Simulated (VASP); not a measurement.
Output of a VASP run:

**OSZICAR**
```
       N       E                     dE             d eps       ncg     rms          rms(c)
DAV:   1     0.442489833458E+02    0.44249E+02   -0.64298E+03  1120   0.154E+03
DAV:   2    -0.123137430924E+02   -0.56563E+02   -0.54529E+02  1134   0.244E+02
DAV:   3    -0.145135864589E+02   -0.21998E+01   -0.21931E+01  1270   0.688E+01
DAV:   4    -0.145535790764E+02   -0.39993E-01   -0.39980E-01  1416   0.844E+00
DAV:   5    -0.145548022809E+02   -0.12232E-02   -0.12232E-02  1336   0.140E+00    0.737E+00
DAV:   6    -0.239623838462E+02   -0.94076E+01   -0.98462E+00  1120   0.441E+01    0.293E+00
DAV:   7    -0.239806450851E+02   -0.18261E-01   -0.18367E+00  1354   0.166E+01    0.331E+00
DAV:   8    -0.239486689517E+02    0.31976E-01   -0.13433E+00  1326   0.157E+01    0.149E+00
DAV:   9    -0.239259486406E+02    0.22720E-01   -0.31994E-02  1184   0.254E+00    0.321E-01
DAV:  10    -0.239448057926E+02   -0.18857E-01   -0.83796E-03  1200   0.100E+00    0.132E-01
DAV:  11    -0.239413205200E+02    0.34853E-02   -0.44628E-03  1310   0.855E-01    0.230E-01
DAV:  12    -0.239449304843E+02   -0.36100E-02   -0.69487E-03  1314   0.108E+00    0.373E-02
DAV:  13    -0.239450046530E+02   -0.74169E-04   -0.16675E-04  1316   0.200E-01    0.849E-03
DAV:  14    -0.239450047661E+02   -0.11312E-06   -0.86467E-07   740   0.959E-03
   1 F= -.23945005E+02 E0= -.23944904E+02  d E =-.239450E+02
       N       E                     dE             d eps       ncg     rms          rms(c)
DAV:   1    -0.246228092439E+02   -0.67780E+00   -0.99100E+00  1216   0.550E+01    0.757E+00
DAV:   2    -0.255684151605E+02   -0.94561E+00   -0.27152E+01  1276   0.796E+01    0.996E+00
DAV:   3    -0.239627365727E+02    0.16057E+01   -0.12777E+01  1236   0.529E+01    0.137E+00
DAV:   4    -0.239510959194E+02    0.11641E-01   -0.80664E-02  1198   0.286E+00    0.784E-01
DAV:   5    -0.239452698372E+02    0.58261E-02   -0.16537E-02  1664   0.148E+00    0.191E-01
DAV:   6    -0.239452688014E+02    0.10358E-05   -0.58397E-04  1514   0.264E-01    0.108E-01
DAV:   7    -0.239449273485E+02    0.34145E-03   -0.24240E-03  1312   0.830E-01    0.113E-01
DAV:   8    -0.239452796628E+02   -0.35231E-03   -0.16173E-03  1306   0.684E-01    0.168E-02
DAV:   9    -0.239452853794E+02   -0.57166E-05   -0.25908E-05  1304   0.920E-02    0.287E-03
DAV:  10    -0.239452855833E+02   -0.20384E-06   -0.47293E-07   578   0.765E-03
   2 F= -.23945286E+02 E0= -.23945217E+02  d E =-.280817E-03
       N       E                     dE             d eps       ncg     rms          rms(c)
DAV:   1    -0.241337530222E+02   -0.18847E+00   -0.25322E+00  1204   0.283E+01    0.377E+00
DAV:   2    -0.244113142012E+02   -0.27756E+00   -0.75775E+00  1280   0.408E+01    0.524E+00
DAV:   3    -0.239621682405E+02    0.44915E+00   -0.31417E+00  1302   0.272E+01    0.631E-01
DAV:   4    -0.239588128050E+02    0.33554E-02   -0.11669E-02  1132   0.120E+00    0.283E-01
DAV:   5    -0.239579939048E+02    0.81890E-03   -0.16200E-03  1726   0.409E-01    0.700E-02
DAV:   6    -0.239578568770E+02    0.13703E-03   -0.11658E-03  1292   0.465E-01    0.811E-02
DAV:   7    -0.239580224499E+02   -0.16557E-03   -0.12467E-03  1254   0.539E-01    0.320E-02
DAV:   8    -0.239580550967E+02   -0.32647E-04   -0.99835E-05  1234   0.168E-01    0.226E-03
DAV:   9    -0.239580560746E+02   -0.97792E-06   -0.78437E-07   602   0.912E-03
   3 F= -.23958056E+02 E0= -.23957961E+02  d E =-.130513E-01
```

File OUTCAR:
```
------------------------ aborting loop because EDIFF is reached ----------------------------------------
  FORCE on cell =-STRESS in cart. coord.  units (eV):
  Direction    XX          YY          ZZ          XY          YZ          ZX
  --------------------------------------------------------------------------------------
  Total        0.0008322      0.0008322      0.0008322      0.0000000     -0.0000000      0.0000000
  in kB        0.0587920      0.0587920      0.0587920      0.0000000     -0.0000000      0.0000000
  external PRESSURE =       0.0587920 kB  Pullay stress =       0.0000000 kB
  volume of cell :       22.68
      direct lattice vectors                 reciprocal lattice vectors
     2.830516248  0.000000000  0.000000000     0.353292443 -0.000000000  0.000000000
     0.000000000  2.830516248  0.000000000    -0.000000000  0.353292443  0.000000000
    -0.000000000 -0.000000000  2.830516248    -0.000000000 -0.000000000  0.353292443
 POSITION                                       TOTAL-FORCE (eV/Angst)
 -----------------------------------------------------------------------------------
      1.41526      1.41526      1.41526         0.000000      0.000000      0.000000
      0.00000      0.00000      0.00000        -0.000000     -0.000000      0.000000
 -----------------------------------------------------------------------------------
    total drift:                                0.000000      0.000000      0.000000
  FREE ENERGIE OF THE ION-ELECTRON SYSTEM (eV)
  ---------------------------------------------------
  free  energy   TOTEN  =       -23.9580560746 eV

  energy  without entropy=      -23.9577697917  energy(sigma->0) =      -23.95796065

 reached required accuracy - stopping structural energy minimisation
```
(Selected blocks of OUTCAR.)

File POSCAR:
```
CoAl
1
    2.8600000000     0.0000000000     0.0000000000
    0.0000000000     2.8600000000     0.0000000000
    0.0000000000     0.0000000000     2.8600000000
Al Co
1 1
Direct
  0.5000000000   0.5000000000   0.5000000000
  0.0000000000   0.0000000000   0.0000000000
```

Problem. Reconstruct the remaining input files.

Solution. This is not unique; one that fits is the input of the run itself, TPSS meta-GGA, plane waves, VASP's PBE PAW potentials (set 64).

**KPOINTS**
```
Automatic mesh
0
Gamma
11 11 11
0 0 0
```

INCAR:
```
SYSTEM=CoAl
PREC=Accurate; ENCUT=520; LREAL=.FALSE.
LASPH=.TRUE.
EDIFF=1E-6; NELM=100; ALGO=Normal
LMAXMIX=4; LMIXTAU=.TRUE.
ISMEAR=1; SIGMA=0.1
METAGGA=TPSS
IBRION=2; NSW=60; ISIF=3
EDIFFG=-0.01
LWAVE=.FALSE.; LCHARG=.FALSE.
```

POTCAR, in this order: Al Co (PBE.64 set). Program: vasp_std.

Energy and stress use the plane-wave basis of the starting cell.

The compound is CoAl in the CsCl type structure. This run relaxes it. Symmetry was kept, so distortions that lower it aren't found. The run is not spin-polarised, so no magnetic state was tried.
